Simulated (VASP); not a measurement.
# Vibrations of Germanium: a test of the settings, part 2 of 2

How far do the zone-centre frequencies of Germanium depend on the numerical settings? The starting structure is a measured crystal structure from the Crystallography Open Database.

VASP 6.6.1.

Results so far: reference T2g 292.8 cm⁻¹; a 6×6×6 mesh T2g 269.9 cm⁻¹; a cutoff of 310 eV T2g 291.6 cm⁻¹.

### 5. Modes with a 14×14×14 mesh

Level of this step: LDA; plane waves and PAW (Ge_d) (VASP).

Against step 2 the input has a 14×14×14 mesh.

INCAR

```
SYSTEM = Ge
PREC = Accurate
ENCUT = 450
EDIFF = 1E-08
NELM = 100
ISMEAR = 1
SIGMA = 0.15
LREAL = .FALSE.
ALGO = Normal
GGA = CA
NBANDS = 20
LORBIT = 11
LWAVE = .FALSE.
LCHARG = .FALSE.
KPAR = 2
IBRION = 8
ISIF = 2
```

POSCAR

```
Ge
1.0
    0.0000000000      2.8091839669      2.8091839669
    2.8091839669      0.0000000000      2.8091839669
    2.8091839669      2.8091839669      0.0000000000
Ge
2
Direct
    0.7500000000      0.7500000000      0.7500000000
    0.5000000000      0.5000000000      0.5000000000
```

KPOINTS

```
Automatic mesh
0
Gamma
14 14 14
0 0 0
```

The projector-augmented-wave data sets are Ge_d (LDA family, release 64).

Launch:

```bash
> mpirun -np 2 vasp_std
```

What it wrote:

```text
[... set-up lines as in an earlier step ...]
 entering main loop
       N       E                     dE             d eps       ncg     rms          rms(c)
DAV:   1     0.175340351436E+03    0.17534E+03   -0.13903E+04  4472   0.350E+03
DAV:   2     0.137090513646E+02   -0.16163E+03   -0.15715E+03  4160   0.551E+02
DAV:   3    -0.984754516273E+01   -0.23557E+02   -0.23392E+02  4672   0.139E+02
DAV:   4    -0.105627159469E+02   -0.71517E+00   -0.71466E+00  4712   0.286E+01
[...]
DAV:  10    -0.103909354075E+02    0.34582E-05   -0.92616E-06  5636   0.443E-02    0.423E-03
DAV:  11    -0.103909353280E+02    0.79512E-07   -0.95831E-07  4480   0.798E-03    0.172E-03
DAV:  12    -0.103909353262E+02    0.18190E-08   -0.78377E-08  5652   0.392E-03
   1 F= -.10390935E+02 E0= -.10390998E+02  d E =0.187239E-03
 Linear response reoptimize wavefunctions to high precision
DAV:   1    -0.103909353254E+02    0.73214E-09   -0.40331E-09  3788   0.545E-04
DAV:   2    -0.103909353254E+02    0.90949E-11   -0.19350E-10  2656   0.160E-04
 Linear response DOF=           1
 Linear response progress:
  Degree of freedom:   1/  1
       N       E                     dE             d eps       ncg     rms          rms(c)
RMM:   1    -0.188070573665E+00   -0.18807E+00    0.84841E+00 20838   0.445E+01
RMM:   2    -0.195580272954E+00   -0.75097E-02   -0.13597E-02 27747   0.111E+00    0.760E-02
RMM:   3    -0.195642561768E+00   -0.62289E-04   -0.94953E-04 29388   0.319E-01    0.436E-02
RMM:   4    -0.195593100117E+00    0.49462E-04   -0.58328E-05 31156   0.801E-02    0.472E-03
[...]
RMM:  14    -0.195608541433E+00   -0.59012E-07    0.29164E-08 26777   0.484E-05    0.116E-07
RMM:  15    -0.195608451702E+00    0.89731E-07    0.30659E-08 24091   0.460E-05    0.101E-07
RMM:  16    -0.195608464874E+00   -0.13172E-07    0.31447E-08 23995   0.449E-05    0.288E-08
 first order change of Fermi-energy   0.81988E-04
 force on displaced ion       1 direction 1 : -11.410   0.000   0.000
 Linear response finished
```

It took 4.8 min on 2 MPI ranks of Intel Xeon Platinum 8488C (Sapphire Rapids), shared host; peak memory 1.2 GiB; 9.5 min of CPU time.

Parts of OUTCAR (step 5):

```text
  Total       -0.0117129     -0.0117129     -0.0117129     -0.0000000      0.0000000     -0.0000000
  in kB       -0.4232558     -0.4232558     -0.4232558     -0.0000000      0.0000000     -0.0000000
  external PRESSURE =      -0.4232558 kB  Pullay stress =       0.0000000 kB

[... 2 parts as in an earlier step ...]

[... 1 further part left out ...]
```

With a 14×14×14 mesh the mode is T2g 292.3 cm⁻¹, -0.5 cm⁻¹ from the reference.

### 6. Modes with finite displacements

Against step 2 the input has IBRION = 6, NFREE = 2 and POTIM = 0.015 (also changed: NSW).

Edit INCAR of step 5 so:

```diff
@@ -15,3 +15,6 @@
 KPAR = 2
-IBRION = 8
+IBRION = 6
+NFREE = 2
+POTIM = 0.015
+NSW = 1
 ISIF = 2
```

POSCAR is that of step 5.

KPOINTS

```
Automatic mesh
0
Gamma
12 12 12
0 0 0
```

Launch:

```bash
> mpirun -np 2 vasp_std
```

What it wrote:

```text
[... set-up lines as in an earlier step ...]
 entering main loop
       N       E                     dE             d eps       ncg     rms          rms(c)
[... 12 cycles as in an earlier step ...]
   1 F= -.10390099E+02 E0= -.10390203E+02  d E =0.312720E-03
 Found     1 degrees of freedom:
 Finite differences POTIM= 0.01500 DOF=   1
[...]
N       E                     dE             d eps       ncg     rms          rms(c)
DAV:   1    -0.103876700348E+02    0.24291E-02   -0.10017E+00 12484   0.822E+00    0.579E-02
DAV:   2    -0.103888132916E+02   -0.11433E-02   -0.11919E-02 11988   0.116E+00    0.323E-02
DAV:   3    -0.103888159243E+02   -0.26327E-05   -0.25353E-04 13628   0.170E-01    0.117E-02
DAV:   4    -0.103888139119E+02    0.20124E-05   -0.13844E-05 13948   0.422E-02    0.221E-03
DAV:   5    -0.103888138538E+02    0.58117E-07   -0.12916E-06 13460   0.155E-02    0.739E-04
DAV:   6    -0.103888138453E+02    0.84437E-08   -0.75195E-08 12364   0.264E-03
   2 F= -.10388814E+02 E0= -.10388899E+02  d E =0.254148E-03
 Finite differences progress:
  Degree of freedom:   1/  1
  Displacement:        1/  2
  Total:               1/  2
[...]
N       E                     dE             d eps       ncg     rms          rms(c)
DAV:   1    -0.103861302492E+02    0.26836E-02   -0.24175E+00 12864   0.122E+01    0.109E-01
DAV:   2    -0.103888469537E+02   -0.27167E-02   -0.28884E-02 12232   0.169E+00    0.646E-02
DAV:   3    -0.103888156910E+02    0.31263E-04   -0.69038E-04 15600   0.283E-01    0.131E-02
DAV:   4    -0.103888142780E+02    0.14130E-05   -0.35014E-05 12668   0.621E-02    0.413E-03
DAV:   5    -0.103888138555E+02    0.42245E-06   -0.25531E-06 14476   0.191E-02    0.944E-04
DAV:   6    -0.103888138506E+02    0.49213E-08   -0.27088E-07 12300   0.545E-03    0.346E-04
DAV:   7    -0.103888138457E+02    0.49595E-08   -0.23780E-08 10580   0.132E-03
   3 F= -.10388814E+02 E0= -.10388899E+02  d E =0.254115E-03
 Finite differences progress:
  Degree of freedom:   1/  1
  Displacement:        2/  2
  Total:               2/  2
```

Wall time 2.2 min (2 MPI ranks); peak memory 0.69 GiB.

From OUTCAR (step 6):

```text
  Total       -0.0129187     -0.0114988     -0.0114988      0.0000000      0.1322961      0.0000000
  in kB       -0.4668312     -0.4155221     -0.4155221      0.0000000      4.7806506      0.0000000
  external PRESSURE =      -0.4326251 kB  Pullay stress =       0.0000000 kB

 POSITION                                       TOTAL-FORCE (eV/Angst)
 -----------------------------------------------------------------------------------
      4.19878      4.21378      4.21378         0.171428     -0.000000     -0.000000
      2.80918      2.80918      2.80918        -0.171428      0.000000      0.000000
 -----------------------------------------------------------------------------------
    total drift:                                0.001765     -0.000004     -0.000004

  FREE ENERGIE OF THE ION-ELECTRON SYSTEM (eV)
  ---------------------------------------------------
  free  energy   TOTEN  =       -10.3888138457 eV

  energy  without entropy=      -10.3890679603  energy(sigma->0) =      -10.38889855

[... 2 parts as in an earlier step ...]

[... 1 further part left out ...]
[key lines of the parts left out:]
E-fermi :   4.9597
```

The last energy, forces and stress in OUTCAR belong to the last displaced cell, not to that of POSCAR.

With finite displacements the mode is T2g 292.6 cm⁻¹, -0.2 cm⁻¹ from the reference.

### 7. Comparison

```
                 run    T2g                method  core minutes
           reference  292.8   perturbation theory           7.1
        a 6×6×6 mesh  269.9   perturbation theory           0.8
  a cutoff of 310 eV  291.6   perturbation theory          2.07
     a 14×14×14 mesh  292.3   perturbation theory           9.5
finite displacements  292.6  finite displacements          4.37
```

Modes are in cm⁻¹, degenerate ones as one, matched between runs by symmetry and order. A number in brackets counts the listed modes of one symmetry from the lowest. The symmetry labels come from an automatic analysis and can be wrong where levels nearly coincide. Core minutes are wall time times ranks of the run shown, on a shared host.

### 8. Outcome

| Quantity | Value |
| --- | --- |
| T2g, reference | 292.8 cm⁻¹ |
| T2g, a 6×6×6 mesh | 269.9 cm⁻¹ |
| T2g, a cutoff of 310 eV | 291.6 cm⁻¹ |
| T2g, a 14×14×14 mesh | 292.3 cm⁻¹ |
| T2g, finite displacements | 292.6 cm⁻¹ |

**Reading.** The largest change comes with a 6×6×6 mesh: -22.9 cm⁻¹ in T2g. On finer settings the modes change by up to -0.5 cm⁻¹ in T2g with a 14×14×14 mesh. Other changes move the modes by more: -22.9 cm⁻¹ in T2g with a 6×6×6 mesh and -1.2 cm⁻¹ in T2g with a cutoff of 310 eV. Further runs on this material are not shown.

[Lines on the potential files, build, host, timing and source positions are cut from VASP's logs without a mark.]

[Logs are printed without paths, hosts, clocks, repeated set-up lines and the standing remarks that a program may print on its own settings, such as how far it seeks lower states.]

[Hosts, paths, dates, database ids (printed as entryN), source tags and the programs' standing remarks are cut or masked in the printed files.]
